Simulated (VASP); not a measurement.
# Band gap of MgO at several levels of theory, part 2 of 2

How does the band gap of MgO depend on the functional? The starting structure is a measured crystal structure from the Crystallography Open Database. Cell and atoms stay as given. Meshes and data sets differ where the inputs say so.

VASP 6.6.1.

Results so far: LDA 4.669 eV; PBE 4.740 eV; r2SCAN 5.618 eV; TB-mBJ 6.777 eV.

**6. Bands with HSE06**

Level of this step: HSE06; plane waves and PAW (Mg, O) (VASP).

HSE06 mixes in a quarter of exact exchange at short range, at far higher cost; in semiconductors this cures much of the gap error, while metals seldom gain. This run uses a 6×6×6 mesh. Its starting orbitals come from a semilocal run on the same mesh, not shown.

File INCAR:

```
SYSTEM = MgO
PREC = Accurate
ENCUT = 460
EDIFF = 1E-06
NELM = 100
ISMEAR = 0
SIGMA = 0.03
LREAL = .FALSE.
ALGO = Normal
LHFCALC = .TRUE.
AEXX = 0.25
GGA = PE
HFSCREEN = 0.2
LASPH = .TRUE.
NBANDS = 10
PRECFOCK = Fast
LORBIT = 11
LWAVE = .FALSE.
LCHARG = .FALSE.
KPAR = 4
```

File POSCAR:

```
MgO
1.0
    0.0000000000      2.1052050000      2.1052050000
    2.1052050000      0.0000000000      2.1052050000
    2.1052050000      2.1052050000      0.0000000000
Mg O
1 1
Direct
    0.0000000000      0.0000000000      0.0000000000
    0.5000000000      0.5000000000      0.5000000000
```

File KPOINTS:

```
Automatic mesh
0
Gamma
6 6 6
0 0 0
```

File KPOINTS_OPT:

```
Line mode
10
Line-mode
Reciprocal
  0.00000000   0.00000000   0.00000000 GAMMA
  0.50000000   0.00000000   0.50000000 X

  0.50000000   0.00000000   0.50000000 X
  0.50000000   0.25000000   0.75000000 W

  0.50000000   0.25000000   0.75000000 W
  0.37500000   0.37500000   0.75000000 K

  0.37500000   0.37500000   0.75000000 K
  0.00000000   0.00000000   0.00000000 GAMMA

  0.00000000   0.00000000   0.00000000 GAMMA
  0.50000000   0.50000000   0.50000000 L

  0.50000000   0.50000000   0.50000000 L
  0.62500000   0.25000000   0.62500000 U

  0.62500000   0.25000000   0.62500000 U
  0.50000000   0.25000000   0.75000000 W

  0.50000000   0.25000000   0.75000000 W
  0.50000000   0.50000000   0.50000000 L

  0.50000000   0.50000000   0.50000000 L
  0.37500000   0.37500000   0.75000000 K

  0.62500000   0.25000000   0.62500000 U
  0.50000000   0.00000000   0.50000000 X
```

The projector-augmented-wave data sets are Mg and O (PBE family, release 64).

On the command line:

```console
$ mpirun -np 4 vasp_std
```

Numbers of over 12 decimals in the logs are rounded to 6 here.

What it wrote:

```text
[banner, memory and clock lines left out]
running    4 mpi-ranks, on    1 nodes
[...]
LDA part: xc-table for (Slater+PW92), standard interpolation
 found WAVECAR, reading the header
 POSCAR, INCAR and KPOINTS ok, starting setup
[...]
reading WAVECAR
 the WAVECAR file was read successfully
 initial charge from wavefunction
 entering main loop
       N       E                     dE             d eps       ncg     rms          rms(c)
DAV:   1    -0.142489407241E+02   -0.14249E+02   -0.90791E-01   320   0.649E+00    0.722E-01
DAV:   2    -0.142378887972E+02    0.11052E-01   -0.29833E-02   334   0.151E+00    0.322E-01
DAV:   3    -0.142365833042E+02    0.13055E-02   -0.13893E-02   324   0.704E-01    0.225E-01
DAV:   4    -0.142363802249E+02    0.20308E-03   -0.21368E-04   332   0.115E-01    0.140E-01
[...]
DAV:   8    -0.142361063859E+02    0.60740E-05   -0.31831E-06   320   0.153E-02    0.137E-02
DAV:   9    -0.142361044839E+02    0.19020E-05   -0.75720E-07   160   0.970E-03    0.819E-03
DAV:  10    -0.142361038797E+02    0.60421E-06   -0.26519E-07   160   0.649E-03
   1 F= -.14236104E+02 E0= -.14236104E+02  d E =-.100607E-28
 Start KPOINTS_OPT (optional k-point list driver)
k-point batch [1-16\100]
       N       E                     dE             ncg
DAV:   1     0.289084942065E+02   -0.41998E+04      360
DAV:   2    -0.473005946679E+03   -0.50191E+03      366
DAV:   3    -0.489836356543E+03   -0.16830E+02      384
DAV:   4    -0.489971410119E+03   -0.13505E+00      378
DAV:   5    -0.489971688804E+03   -0.27869E-03      372
DAV:   6    -0.489971689738E+03   -0.93425E-06      372
[...]
k-point batch [97-100\100]
       N       E                     dE             ncg
DAV:   1     0.464829751157E+04   -0.14531E+04       88
DAV:   2     0.453074561700E+04   -0.11755E+03       88
DAV:   3     0.452732234412E+04   -0.34233E+01       90
DAV:   4     0.452730021987E+04   -0.22124E-01      104
DAV:   5     0.452730017876E+04   -0.41109E-04       96
DAV:   6     0.452730017862E+04   -0.14315E-06       96
```

Elapsed: 4 min, on 4 MPI ranks of Intel Xeon Platinum 8375C at 2.90GHz (Ice Lake), shared host; peak memory 0.93 GiB.

From OUTCAR (step 6):

```text
 POSITION                                       TOTAL-FORCE (eV/Angst)
 -----------------------------------------------------------------------------------
      0.00000      0.00000      0.00000         0.000000      0.000000      0.000000
      2.10521      2.10521      2.10521        -0.000000     -0.000000     -0.000000
 -----------------------------------------------------------------------------------
    total drift:                               -0.000588     -0.000774     -0.000790

  FREE ENERGIE OF THE ION-ELECTRON SYSTEM (eV)
  ---------------------------------------------------
  free  energy   TOTEN  =       -14.2361038797 eV

  energy  without entropy=      -14.2361038797  energy(sigma->0) =      -14.23610388

[... 1 part as in an earlier step ...]

[... 2 further parts left out ...]
[key lines of the parts left out:]
E-fermi :   2.1638
```

HSE06 gives a direct gap of 6.476 eV. The least gap is +1.807 eV from that of LDA, on another mesh, which alone can move a gap by some hundredths of an eV.

**7. Bands with PBE0**

PBE0 keeps a quarter of exact exchange at all ranges; it tends to overshoot small gaps. This run uses a 6×6×6 mesh. It starts from the orbitals of an earlier run, not shown.

Changes to INCAR since step 6:

```diff
@@ -12,3 +12,2 @@
 GGA = PE
-HFSCREEN = 0.2
 LASPH = .TRUE.
@@ -16,2 +15,3 @@
 PRECFOCK = Fast
+HFRCUT = -1
 LORBIT = 11
```

POSCAR is that of step 6.

KPOINTS is that of step 6.

KPOINTS_OPT is that of step 6.

On the command line:

```console
$ mpirun -np 4 vasp_std
```

What it wrote:

```text
[banner, memory and clock lines left out]
running    4 mpi-ranks, on    1 nodes
[...]
LDA part: xc-table for (Slater+PW92), standard interpolation
 found WAVECAR, reading the header
 POSCAR, INCAR and KPOINTS ok, starting setup
[...]
HFRCUT set to (new)   9.872476
 reading WAVECAR
 the WAVECAR file was read successfully
 initial charge from wavefunction
 entering main loop
       N       E                     dE             d eps       ncg     rms          rms(c)
DAV:   1    -0.147999102137E+02   -0.14800E+02   -0.88590E-01   320   0.643E+00    0.711E-01
DAV:   2    -0.147911207506E+02    0.87895E-02   -0.24637E-02   334   0.148E+00    0.335E-01
DAV:   3    -0.147891856047E+02    0.19351E-02   -0.16062E-02   326   0.776E-01    0.220E-01
DAV:   4    -0.147891453260E+02    0.40279E-04   -0.50963E-04   332   0.142E-01    0.146E-01
[...]
DAV:   8    -0.147888494358E+02    0.64300E-05   -0.37673E-06   320   0.148E-02    0.135E-02
DAV:   9    -0.147888474794E+02    0.19564E-05   -0.92134E-07   160   0.925E-03    0.822E-03
DAV:  10    -0.147888468342E+02    0.64516E-06   -0.26626E-07   160   0.638E-03
   1 F= -.14788847E+02 E0= -.14788847E+02  d E =-.148506E-22
 Start KPOINTS_OPT (optional k-point list driver)
k-point batch [1-16\100]
       N       E                     dE             ncg
DAV:   1    -0.149274086043E+02   -0.42437E+04      360
DAV:   2    -0.523772900606E+03   -0.50885E+03      364
DAV:   3    -0.540236878055E+03   -0.16464E+02      386
DAV:   4    -0.540367556880E+03   -0.13068E+00      378
DAV:   5    -0.540367839426E+03   -0.28255E-03      374
DAV:   6    -0.540367840371E+03   -0.94507E-06      380
[...]
k-point batch [97-100\100]
       N       E                     dE             ncg
DAV:   1     0.463612117908E+04   -0.14653E+04       88
DAV:   2     0.451797010057E+04   -0.11815E+03       88
DAV:   3     0.451465098132E+04   -0.33191E+01       90
DAV:   4     0.451462957530E+04   -0.21406E-01      104
DAV:   5     0.451462953453E+04   -0.40773E-04       96
DAV:   6     0.451462953438E+04   -0.14902E-06       96
```

Run time: 3.2 min. Hardware: 4 MPI ranks; peak memory 0.6 GiB.

From OUTCAR (step 7):

```text
 POSITION                                       TOTAL-FORCE (eV/Angst)
 -----------------------------------------------------------------------------------
      0.00000      0.00000      0.00000        -0.000000     -0.000000      0.000000
      2.10521      2.10521      2.10521         0.000000      0.000000      0.000000
 -----------------------------------------------------------------------------------
    total drift:                                0.000000      0.000000      0.000000

  FREE ENERGIE OF THE ION-ELECTRON SYSTEM (eV)
  ---------------------------------------------------
  free  energy   TOTEN  =       -14.7888468342 eV

  energy  without entropy=      -14.7888468342  energy(sigma->0) =      -14.78884683

[... 2 parts as in an earlier step ...]

[... 1 further part left out ...]
[key lines of the parts left out:]
E-fermi :   1.7539
```

PBE0 gives a direct gap of 7.199 eV. The least gap is +2.530 eV from that of LDA, on another mesh, which alone can move a gap by some hundredths of an eV.

**8. Bands with r2SCAN-EpsX**

Here the share of exact exchange is set to the inverse of the computed dielectric constant, since screening weakens exchange. This run uses a 6×6×6 mesh. It starts from the orbitals of an earlier run, not shown.

Changes to INCAR since step 7:

```diff
@@ -10,4 +10,4 @@
 LHFCALC = .TRUE.
-AEXX = 0.25
-GGA = PE
+AEXX = 0.318
+METAGGA = R2SCAN
 LASPH = .TRUE.
```

POSCAR is that of step 7.

KPOINTS is that of step 7.

KPOINTS_OPT is that of step 7.

On the command line:

```console
$ mpirun -np 4 vasp_std
```

What it wrote:

```text
[banner, memory and clock lines left out]
running    4 mpi-ranks, on    1 nodes
[...]
[... a notice as in an earlier step ...]

 LDA part: xc-table for (None), standard interpolation
 found WAVECAR, reading the header
 POSCAR, INCAR and KPOINTS ok, starting setup
[...]
HFRCUT set to (new)   9.872476
 reading WAVECAR
 the WAVECAR file was read successfully
 initial charge from wavefunction
 entering main loop
       N       E                     dE             d eps       ncg     rms          rms(c)
DAV:   1    -0.184999861254E+02   -0.18500E+02   -0.18546E+00   320   0.926E+00    0.885E-01
DAV:   2    -0.184964210184E+02    0.35651E-02   -0.36974E-02   332   0.197E+00    0.490E-01
DAV:   3    -0.184898595028E+02    0.65615E-02   -0.29003E-02   334   0.110E+00    0.294E-01
DAV:   4    -0.184898089204E+02    0.50582E-04   -0.29537E-03   342   0.325E-01    0.214E-01
[...]
DAV:  10    -0.184890874160E+02    0.25686E-05   -0.73055E-07   160   0.830E-03    0.685E-03
DAV:  11    -0.184890862984E+02    0.11175E-05   -0.24673E-07   160   0.617E-03    0.389E-03
DAV:  12    -0.184890857863E+02    0.51219E-06   -0.80558E-08   160   0.353E-03
   1 F= -.18489086E+02 E0= -.18489086E+02  d E =-.113325E-10
 Start KPOINTS_OPT (optional k-point list driver)
k-point batch [1-16\100]
       N       E                     dE             ncg
DAV:   1    -0.857119449280E+02   -0.43144E+04      352
DAV:   2    -0.643446689781E+03   -0.55773E+03      362
DAV:   3    -0.662093936024E+03   -0.18647E+02      382
DAV:   4    -0.662254007705E+03   -0.16007E+00      376
DAV:   5    -0.662254387798E+03   -0.38009E-03      372
DAV:   6    -0.662254389104E+03   -0.13058E-05      380
DAV:   7    -0.662254389109E+03   -0.56511E-08      300
[...]
k-point batch [97-100\100]
       N       E                     dE             ncg
DAV:   1     0.461218862740E+04   -0.14892E+04       88
DAV:   2     0.448724439920E+04   -0.12494E+03       88
DAV:   3     0.448369490555E+04   -0.35495E+01       90
DAV:   4     0.448366964209E+04   -0.25263E-01      104
DAV:   5     0.448366958687E+04   -0.55216E-04       96
DAV:   6     0.448366958666E+04   -0.21196E-06       96
```

Wall time 3.5 min (4 MPI ranks); peak memory 0.61 GiB; 14 min of CPU time.

From OUTCAR (step 8):

```text
 POSITION                                       TOTAL-FORCE (eV/Angst)
 -----------------------------------------------------------------------------------
      0.00000      0.00000      0.00000         0.000000      0.000000      0.000000
      2.10521      2.10521      2.10521        -0.000000     -0.000000     -0.000000
 -----------------------------------------------------------------------------------
    total drift:                               -0.000000     -0.000000     -0.000000

  FREE ENERGIE OF THE ION-ELECTRON SYSTEM (eV)
  ---------------------------------------------------
  free  energy   TOTEN  =       -18.4890857863 eV

  energy  without entropy=      -18.4890857862  energy(sigma->0) =      -18.48908579

[... 2 parts as in an earlier step ...]

[... 1 further part left out ...]
[key lines of the parts left out:]
E-fermi :   0.9836
```

r2SCAN-EpsX gives a direct gap of 8.391 eV. The least gap is +3.722 eV from that of LDA, on another mesh, which alone can move a gap by some hundredths of an eV.

**9. The runs compared**

| level | gap (eV) | least direct gap (eV) | mesh | core minutes |
| --- | --- | --- | --- | --- |
| LDA | 4.669 | 4.669 | 8×8×8 | 0.333 |
| PBE | 4.74 | 4.74 | 8×8×8 | 0.507 |
| r2SCAN | 5.618 | 5.618 | 8×8×8 | 1.53 |
| TB-mBJ | 6.777 | 6.777 | 8×8×8 | 1.87 |
| HSE06 | 6.476 | 6.476 | 6×6×6 | 16.1 |
| PBE0 | 7.199 | 7.199 | 6×6×6 | 12.7 |
| r2SCAN-EpsX | 8.391 | 8.391 | 6×6×6 | 13.9 |

Core minutes are wall time times ranks of the run shown, on a shared host.

**10. Summary of results**

```yaml
gap_lda: 4.669 eV
gap_pbe: 4.740 eV
gap_r2scan: 5.618 eV
gap_tb_mbj: 6.777 eV
gap_hse06: 6.476 eV
gap_pbe0: 7.199 eV
gap_r2scan_epsx: 8.391 eV
```

In words: Without spin-orbit coupling the gap of MgO runs from 4.669 eV (LDA) to 8.391 eV (r2SCAN-EpsX). HSE06 gives +1.74 eV from PBE, on another mesh, which alone can move a gap by some hundredths of an eV. TB-mBJ lies +0.30 eV from HSE06, on another mesh, which alone can move a gap by some hundredths of an eV. LASPH is on in some of these runs and off in others, which adds a little to the differences. These are gaps between Kohn-Sham or generalised Kohn-Sham levels of a static lattice, without excitons or temperature. Further runs on this material are not shown.

[Lines on the potential files, build, host, timing and source positions are cut from VASP's logs without a mark.]

[Logs are printed without paths, hosts, clocks, repeated set-up lines and the standing remarks that a program may print on its own settings, such as how far it seeks lower states.]

[Hosts, paths, dates, database ids (printed as entryN), source tags and the programs' standing remarks are cut or masked in the printed files.]
